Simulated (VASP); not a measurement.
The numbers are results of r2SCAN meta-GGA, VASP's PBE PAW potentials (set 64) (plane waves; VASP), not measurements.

VASP input:

POSCAR:
```
Te2Au
1.0
  2.1008538403   3.6181340542  -0.0075460316
  2.1008538403  -3.6181340542   0.0075460316
  0.0000000000   0.0093430652  -5.1885757201
Te Au
2 1
Direct
  0.3213081083   0.6786918917   0.7104659670
  0.6786918917   0.3213081083   0.2895340330
  0.0000000000   0.0000000000   0.0000000000
```

INCAR:
```
ALGO  =  Normal
EDIFF  =  1E-6
EDIFFG  =  -0.02
ENCUT  =  400
IBRION  =  2
ISIF  =  3
ISMEAR  =  1
LASPH  =  T
LCHARG  =  F
LMAXMIX  =  6
LMIXTAU  =  T
LREAL  =  F
LWAVE  =  F
METAGGA  =  R2SCAN
NELM  =  100
NSW  =  60
PREC  =  Accurate
SIGMA  =  0.1
SYSTEM  =  Te2Au
```

KPOINTS:
```
Automatic mesh
0
Gamma
8 8 6
0 0 0
```

POTCAR, in this order: Te Au (PBE.64 set). Program: vasp_std.

The run wrote:

OSZICAR:
```
       N       E                     dE             d eps       ncg     rms          rms(c)
DAV:   1     0.477931507048E+01    0.47793E+01   -0.84648E+03  3508   0.105E+03
DAV:   2    -0.104294288639E+03   -0.10907E+03   -0.10710E+03  4435   0.208E+02
DAV:   3    -0.107924001563E+03   -0.36297E+01   -0.35929E+01  4036   0.410E+01
DAV:   4    -0.107966029901E+03   -0.42028E-01   -0.42020E-01  4526   0.477E+00
DAV:   5    -0.107966697915E+03   -0.66801E-03   -0.66801E-03  4106   0.503E-01    0.119E+01
DAV:   6    -0.102589863640E+03    0.53768E+01   -0.73311E+00  3455   0.299E+01    0.108E+01
DAV:   7    -0.101485102955E+03    0.11048E+01   -0.66639E-01  3448   0.922E+00    0.563E+00
DAV:   8    -0.101573210473E+03   -0.88108E-01   -0.32339E-01  3525   0.498E+00    0.157E+00
DAV:   9    -0.101524346753E+03    0.48864E-01   -0.20691E-01  3560   0.381E+00    0.392E-01
DAV:  10    -0.101599822891E+03   -0.75476E-01   -0.48797E-02  3553   0.168E+00    0.367E-01
DAV:  11    -0.101600427798E+03   -0.60491E-03   -0.15166E-02  3882   0.949E-01    0.199E-01
DAV:  12    -0.101604203305E+03   -0.37755E-02   -0.59171E-03  3567   0.618E-01    0.483E-02
DAV:  13    -0.101604423895E+03   -0.22059E-03   -0.18783E-04  4176   0.123E-01    0.285E-02
DAV:  14    -0.101604495325E+03   -0.71430E-04   -0.76350E-05  3532   0.808E-02    0.204E-02
DAV:  15    -0.101604500153E+03   -0.48278E-05   -0.14785E-05  3532   0.470E-02    0.762E-03
DAV:  16    -0.101604499850E+03    0.30310E-06   -0.36287E-06  2842   0.186E-02
   1 F= -.10160450E+03 E0= -.10160470E+03  d E =-.101604E+03
```

OUTCAR:
```
------------------------ aborting loop because EDIFF is reached ----------------------------------------
  FORCE on cell =-STRESS in cart. coord.  units (eV):
  Direction    XX          YY          ZZ          XY          YZ          ZX
  --------------------------------------------------------------------------------------
  Total        0.0066212      0.0520566      0.0555109      0.0000000      0.0238712      0.0000000
  in kB        0.1344906      1.0573768      1.1275404      0.0000000      0.4848721      0.0000000
  external PRESSURE =       0.7731359 kB  Pullay stress =       0.0000000 kB
  volume of cell :       78.88
      direct lattice vectors                 reciprocal lattice vectors
     2.100853840  3.618134054 -0.007546032     0.237998470  0.138193298  0.000248845
     2.100853840 -3.618134054  0.007546032     0.237998470 -0.138193298 -0.000248845
     0.000000000  0.009343065 -5.188575720     0.000000000 -0.000401964 -0.192731842
 POSITION                                       TOTAL-FORCE (eV/Angst)
 -----------------------------------------------------------------------------------
      2.10085     -1.28642     -3.68361         0.000000     -0.007504     -0.011769
      2.10085      1.29577     -1.50497         0.000000      0.007504      0.011769
      0.00000      0.00000      0.00000         0.000000     -0.000000     -0.000000
 -----------------------------------------------------------------------------------
    total drift:                               -0.000000      0.000000     -0.000000
  FREE ENERGIE OF THE ION-ELECTRON SYSTEM (eV)
  ---------------------------------------------------
  free  energy   TOTEN  =      -101.6044998502 eV

  energy  without entropy=     -101.6051110293  energy(sigma->0) =     -101.60470358

 reached required accuracy - stopping structural energy minimisation
```
(Selected blocks of OUTCAR.)

OUTCAR:
```
 val. band max:        7.4455697941   @ k =   0.2500   0.0000   0.1667

 cond. band min:       7.4604837664   @ k =  -0.2500   0.2500   0.3333


 Fermi energy:         7.4584185255

 k-point     1 :       0.0000    0.0000    0.0000
  band No.  band energies     occupation
      1      -6.5254      2.00000
      2      -3.0030      2.00000
      3       0.7977      2.00000
      4       1.4685      2.00000
      5       1.5750      2.00000
      6       2.7068      2.00000
      7       2.7145      2.00000
      8       3.5844      2.00000
      9       6.6198      2.00000
     10       6.7320      2.00000
     11       7.3200      2.06466
     12       7.3519      2.06121
     13       8.5727     -0.00000
     14      10.6996      0.00000
     15      11.0264      0.00000

 k-point     2 :       0.1250   -0.0000    0.0000
  band No.  band energies     occupation
      1      -6.3753      2.00000
      2      -3.1136      2.00000
      3       0.9607      2.00000
      4       1.5459      2.00000
      5       1.7296      2.00000
      6       2.6676      2.00000
      7       2.6921      2.00000
      8       3.5189      2.00000
      9       5.3642      2.00000
     10       6.0055      2.00000
     11       6.7444      2.00000
     12       8.0855     -0.00000
     13       9.1656     -0.00000
     14      11.2594      0.00000
     15      11.5427      0.00000

 k-point     3 :       0.2500   -0.0000    0.0000
  band No.  band energies     occupation
      1      -5.9451      2.00000
      2      -3.4169      2.00000
      3       1.3893      2.00000
      4       1.6896      2.00000
      5       2.0767      2.00000
      6       2.4650      2.00000
      7       2.6908      2.00000
      8       3.2351      2.00000
      9       4.2655      2.00000
     10       5.0638      2.00000
     11       5.7353      2.00000
     12       8.6098     -0.00000
     13       8.7905     -0.00000
     14      11.4657      0.00000
     15      12.2721      0.00000
...
```

Unless said otherwise, spin-orbit coupling is left out, though it shifts the bands of the heavy elements here.

The compound is Te2Au in the sg12 structure. It was relaxed first. The start is the result of an earlier pass. The electron count is odd and the run is not spin-polarised, which forces a metal.
